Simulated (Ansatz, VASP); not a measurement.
# Cross-check of SnH2 between VASP and Ansatz, part 2 of 2

Wanted: the spread between two codes on one cell, functional and k mesh. The cell is generated by rule, not measured, and may not be a known phase. The two relaxations start from unlike cells of this crystal (the structure described is Ansatz's start), so only their ends are compared.

VASP 6.6.1 and Ansatz 0.2.0.

So far: Starting point; VASP: relaxation of cell and atoms, PBE.

The structure was built from a prototype and need not be the compound's stable phase.

## 3. Ansatz: relaxation of cell and atoms, PBE

Level of this step: Ansatz beside VASP: Kohn-Sham DFT, plane waves, PBE (Ansatz).

Ansatz runs on its default PAW (the set named soft_2) files.

Its own start cell and the same functional, mesh and smearing now go to Ansatz, which takes its cutoff from its data sets.

The input, input.yaml:

```yaml
crystal:
  lattice:
    - [4.8575969519, 0.0, 0.0]
    - [0.0, 4.8575969519, 0.0]
    - [0.0, 0.0, 7.2839904417]
  atoms:
    - { symbol: Sn, position: [4.41243e-05, -4.41243e-05, 0.0] }
    - { symbol: Sn, position: [-4.41243e-05, 4.41243e-05, 0.5] }
    - { symbol: Sn, position: [0.5000441243, 0.5000441243, 0.25] }
    - { symbol: Sn, position: [0.4999558757, 0.4999558757, 0.75] }
    - { symbol: H, position: [0.3155756311, 0.3065694037, -0.0616331725] }
    - { symbol: H, position: [0.3065694037, 0.3155756311, 0.5616331725] }
    - { symbol: H, position: [0.6934305963, 0.6844243689, 0.0616331725] }
    - { symbol: H, position: [0.6844243689, 0.6934305963, 0.4383668275] }
    - { symbol: H, position: [0.8155756311, 0.1934305963, 0.3116331725] }
    - { symbol: H, position: [0.8065694037, 0.1844243689, 0.6883668275] }
    - { symbol: H, position: [0.1934305963, 0.8155756311, 0.1883668275] }
    - { symbol: H, position: [0.1844243689, 0.8065694037, 0.8116331725] }
kpoints:
  mp_grid: { grid: [8, 8, 6] }
hamiltonian:
  xc: pbe
scf:
  occupations: { method: methfessel_paxton, width: 0.2 }
output:
  forces: true
  stress: true
  eigenvalues: true
relax:
  adjacent_minimum: "off"
  f_tol: 0.002
  max_steps: 120
  cell: { stress_tol: 0.03 }
```

The run is started by

```sh
$ ansatz run input.yaml --threads 8 --pin off --max-ram 14336MiB --backend cpu --events-out ev --progress --plain --runs-dir out
```

Numbers of over 12 decimals in the logs are rounded to 6 here.

Log:

```text
Engine: ansatz 0.2.0, aarch64-unknown-linux-gnu
Pseudopotentials: kind: paw
Pseudopotential: Sn, paw, valence charge 14, recommended cutoff 420 eV (normal), Sn.paw.azcp
Pseudopotential: H, paw, valence charge 1, recommended cutoff 420 eV (normal), H.paw.azcp
Functional definition: PBE
  parameter kappa = 0.804
  parameter beta = 0.066725
  exchange = pbe_x(kappa = kappa, mu = beta*pi^2/3)
  correlation = pbe_c(beta = beta)
Crystal: 12 atoms, lattice volume = 171.875 Å³
Basis set: ecut = 420 eV, 3373 PW (Γ), exchange–correlation on 72×72×100 points (8 copies of the dense FFT grid, shifted against one another)
Bands: 44, of which v1, the nominal top of the filled ones, is band 32 counted from 1 (31 counted from 0)
Symmetry: 8 space group operations
Space group: P41212 (ITA 92), of the structure as read, at distance tolerance 5.6e-5 Å
k-points: 60 of 384 (time reversal used)
Non-local potential: Sn, projectors of the file, l = 0: 2, l = 1: 2, l = 2: 2, l = 3: 2
Non-local potential: H, projectors of the file, l = 0: 2, l = 1: 1
PAW form: soft (Blöchl's): semilocal exchange-correlation on the pseudo side does not see the compensation charge
PAW one-centre angular grid: Sn, 590 points (default); XC on 64 Gauss nodes
PAW one-centre angular grid: H, 110 points (default); XC on 64 Gauss nodes
Initial density: superposition of atomic densities (neutral atoms: chi_scale 0, normalization atom), corrected by the library's trained network
Initial wavefunctions: pseudopotential atomic-orbital guess
Functional: x = pbe(κ = 0.804, μ = 0.219515), c = pbe(β = 0.066725)
SCF iter   1: F=—  HF=-24219.099376 eV  |F-HF|=—  |Δ(HF+E_count)|=         —  Δρ=3.15e-3  dr2=2.72e-2  ethr=1.77e-3  ⟨swp⟩=7.0  Hψ=11441  notcnv=0
preconditioner: auto → Resta (q_TF=auto, 2.314 Å⁻¹)  ε∞=2.4  [insulator: Δε(μ)=0.174 eV  Ē_g=19.131 eV  σ=0.200 eV  W_gap=0.63  n_scr=36 (ndim 8)  ℏωp=22.7 eV  f_vac=0.000  D(μ)=0.89/eV (n_scr^D=2)  ε∞_Penn≈2.4]
SCF iter   2: F=—  HF=-24219.092108 eV  |F-HF|=—  |Δ(HF+E_count)|=   7.27e-3  S|Δr|=    0.00e0  Δρ=1.76e-3  dr2=4.92e-3  ethr=4.26e-5  ⟨swp⟩=3.0  Hψ=5693  notcnv=0
SCF iter   3: F=—  HF=-24219.092474 eV  |F-HF|=—  |Δ(HF+E_count)|=   3.66e-4  S|Δr|=    0.00e0  Δρ=4.93e-4  dr2=5.12e-4  ethr=7.68e-6  ⟨swp⟩=2.6  Hψ=4296  notcnv=0
SCF iter   4: F=—  HF=-24219.092577 eV  |F-HF|=—  |Δ(HF+E_count)|=   1.03e-4  S|Δr|=    0.00e0  Δρ=1.20e-4  dr2=3.18e-5  ethr=8.00e-7  ⟨swp⟩=3.0  Hψ=4279  notcnv=0
SCF iter   5: F=—  HF=-24219.092615 eV  |F-HF|=—  |Δ(HF+E_count)|=   3.74e-5  S|Δr|=    0.00e0  Δρ=3.15e-5  dr2=1.89e-6  ethr=4.97e-8  ⟨swp⟩=3.0  Hψ=4510  notcnv=0
SCF iter   6: F=—  HF=-24219.092618 eV  |F-HF|=—  |Δ(HF+E_count)|=   2.95e-6  S|Δr|=    0.00e0  Δρ=7.25e-6  dr2=1.00e-7  ethr=2.96e-9  ⟨swp⟩=3.0  Hψ=4374  notcnv=0
SCF iter   7: F=-24219.092618 eV  HF=-24219.092618 eV  |F-HF|=5.41e-9  |Δ(HF+E_count)|=   1.20e-7  S|Δr|=    0.00e0  Δρ=1.40e-6  dr2=3.99e-9  ethr=1.56e-10  ⟨swp⟩=10.3  Hψ=11509  notcnv=0
SCF 1 converged in 7 iterations: F = -24219.092618 eV  dr2 = 3.99e-9
  greatest PAW one-centre occupation: 0.992 electrons in one spin orbital (limit 2), on the Sn atom at site 2 (counted from 0), in its partial waves of l = 2
relax step   1: F+E_penalty+E_count = -24219.09261771 eV  Δ(F+E_penalty+E_count) = +0.000e0 eV  max|allowed force component| = 2.682e-1 eV/Å  Δτ_max = 0.0000 Å  P = +3.038 GPa  Ω = 171.875 Å³  (7 SCF iters, dr2 threshold 1.00e-7 eV, accepted)
[...]
relax step  13: F+E_penalty+E_count = -24219.91259040 eV  Δ(F+E_penalty+E_count) = +1.062e-4 eV  max|allowed force component| = 3.998e-4 eV/Å  Δτ_max = 0.0017 Å  P = +0.002 GPa  Ω = 204.230 Å³  energy of the carried Pulay correction = -1.609e-3 eV  (6 SCF iters, dr2 threshold 4.18e-10 eV, accepted)
[...]
relax step  14: F+E_penalty+E_count = -24219.91427005 eV  Δ(F+E_penalty+E_count) = -1.680e-3 eV  max|allowed force component| = 4.952e-4 eV/Å  Δτ_max = 0.0000 Å  P = +0.004 GPa  Ω = 204.230 Å³  stress off target by 9.27e-3 GPa  SCF on the basis re-selected at this cell (its energy is not comparable with the rows above)  (5 SCF iters)
basis re-selected at this cell: Δ(F+E_penalty+E_count) = -1.680e-3 eV, ΔP = +0.001 GPa vs the last step (what re-selecting the basis moved, of the pressure what is left beyond the Pulay correction that the steps carried, after the strain that the cell walked since its last selection, with what the two solves' SCF thresholds leave and, on support functions, any second-order correction that the steps lacked; it is no m [...]
SCF converged after 5 iterations
Stability not checked: this state was not tested for a lower state beside it, because cold or Methfessel-Paxton smearing, or corrected tetrahedra, fill the levels in a way that the test cannot read (fill_not_monotonic; see scf.lower_state_search)
Free energy (F): -24219.914270 eV
Harris-Foulkes:  -24219.914270 eV  (|F-HF|=9.46e-11)
Internal energy: -24219.914276 eV  (E = F + TS)
E sigma→0 (E₀):  -24219.914271 eV
Entropy (-TS):   0.000006 eV (0.000 meV/atom)
Fermi energy:    4.820581 eV
Step filling:    the computed levels leave a gap of 1.2186 eV = 6.1 smearing widths at the electron count; against every level under it full and every level over it empty, smearing changes F+E_penalty+E_count by +2.74e-4 meV and its σ→0 estimate by -1.12e-3 meV
--- Per-component energies (eV) ---
  E_band       = -672.823063
  E_kinetic    = 845.541814
  E_local      = -4983.565173  (includes V_loc(G=0)·N_el)
  E_nonlocal   = -119.008677
  E_hartree    = 2735.646701
  E_xc         = -1599.158463
  E_vxc        = -471.976960  (∫ρ·V_xc dr)
  E_paw        = -16542.531805  (= ΣΔE_a)
  E_vpaw       = -1415.098085  (= ΣTr[D̂ρ^β])
  E_aug_tail   = -0.009164  (compensation charges beyond the density's cutoff)
  E_ewald      = -4556.829508
  E_smearing   = 0.000006  (= −TS)
  E_closure    = 0.000000  (closes the sum)
  Σ components = -24219.914270   (vs F -24219.914270, Δ=0.00e0)
--- Forces (eV/Å), atoms counted from 1 ---
  atom   1  Sn    -0.00049519     0.00049519     0.00000000
  atom   2  Sn     0.00049519    -0.00049519    -0.00000000
  atom   3  Sn    -0.00049519    -0.00049519     0.00000000
  atom   4  Sn     0.00049519     0.00049519    -0.00000000
  atom   5  H      0.00005823    -0.00018653     0.00011562
  atom   6  H     -0.00018653     0.00005823    -0.00011562
  atom   7  H      0.00018653    -0.00005823    -0.00011562
  atom   8  H     -0.00005823     0.00018653     0.00011562
  atom   9  H      0.00005823     0.00018653    -0.00011562
  atom  10  H     -0.00018653    -0.00005823     0.00011562
  atom  11  H      0.00018653     0.00005823     0.00011562
  atom  12  H     -0.00005823    -0.00018653    -0.00011562
  max |Σ_I F_I| component: 2.78e-17 eV/Å
--- Stress (GPa, compression-positive) ---
        0.000624       0.000000       0.000000
        0.000000       0.000624       0.000000
        0.000000       0.000000       0.009271
  P = ⅓ Tr σ = 0.0035 GPa (0.035 kbar)
--- Band table (eV; the first three rows and the last of 60) ---
  k-point 0: bands = [... 28 lower, 2.0600, 2.7035, 2.7035, 4.0197, 5.8079, 6.3493, 6.3493, 7.6394, ... 8 higher]
  k-point 1: bands = [... 28 lower, 1.9920, 2.1190, 3.3334, 4.0580, 5.8095, 6.0115, 6.7893, 7.5032, ... 8 higher]
  k-point 2: bands = [... 28 lower, 1.6260, 1.7912, 3.8893, 4.1420, 5.8916, 5.9472, 6.8497, 6.8603, ... 8 higher]
  k-point 59: bands = [... 28 lower, 2.3549, 2.3549, 2.3549, 2.3549, 5.8009, 5.8009, 5.8009, 5.8009, ... 8 higher]
--- Relaxed structure (12 steps of the walk, 12 accepted, 2 SCFs on fresh bases) ---
  F+E_penalty+E_count = -24219.91427005 eV   max|allowed force component| = 4.952e-4 eV/Å   (the final SCF, on the basis selected at the relaxed cell)
  cell:  # Å, volume = 204.2300 Å³
    - [4.948650, 0, 0.0]
    - [0, 4.948650, 0]
    - [0.0, 0, 8.339617]
  atoms:
    - { symbol: Sn, position: [0.028407, -0.028407, 0] }
    - { symbol: Sn, position: [-0.028407, 0.028407, 0.5] }
    - { symbol: Sn, position: [0.528407, 0.528407, 0.25] }
    - { symbol: Sn, position: [0.471593, 0.471593, 0.750000] }
    - { symbol: H, position: [0.354539, 0.199252, -0.110434] }
    - { symbol: H, position: [0.199252, 0.354539, 0.610434] }
    - { symbol: H, position: [0.800748, 0.645461, 0.110434] }
    - { symbol: H, position: [0.645461, 0.800748, 0.389566] }
    - { symbol: H, position: [0.854539, 0.300748, 0.360434] }
    - { symbol: H, position: [0.699252, 0.145461, 0.639566] }
    - { symbol: H, position: [0.300748, 0.854539, 0.139566] }
    - { symbol: H, position: [0.145461, 0.699252, 0.860434] }
```

## 4. Side by side

Known differences besides the potentials themselves: the cutoff is 420 eV in Ansatz and 500 eV in VASP; Ansatz adds a Pulay correction to the stress that steers its cell, VASP none. Total energies have different zeros and are not compared.

Both answers:

```
                                         quantity  Ansatz    VASP  difference
                                      volume (Å³)  204.23  200.53     +1.85 %
edge a after relaxation, in the typed setting (Å)   4.949   4.918     +0.62 %
edge c after relaxation, in the typed setting (Å)   8.340   8.291     +0.59 %
```

## 5. What came out

```yaml
difference_in_volume_relaxation_of_cell_and_atoms_pbe: 1.8 %
```

The difference in volume is 1.8 % (relaxation of cell and atoms, PBE), beyond the 1.2 % picked in this series as the mark of a large difference, as far as the stopping tolerances let one tell. What causes the difference of the relaxation of cell and atoms, PBE pair stays open here. 1 further run of this series is not shown here. How closely two codes agree says nothing of how well the functional describes the real material.

[Lines on the potential files, build, host, timing and source positions are cut from VASP's logs without a mark.]

[Logs are printed without paths, hosts, clocks, repeated set-up lines and the standing remarks that a program may print on its own settings, such as how far it seeks lower states.]

[Hosts, paths, dates, database ids (printed as entryN), source tags and the programs' standing remarks are cut or masked in the printed files.]
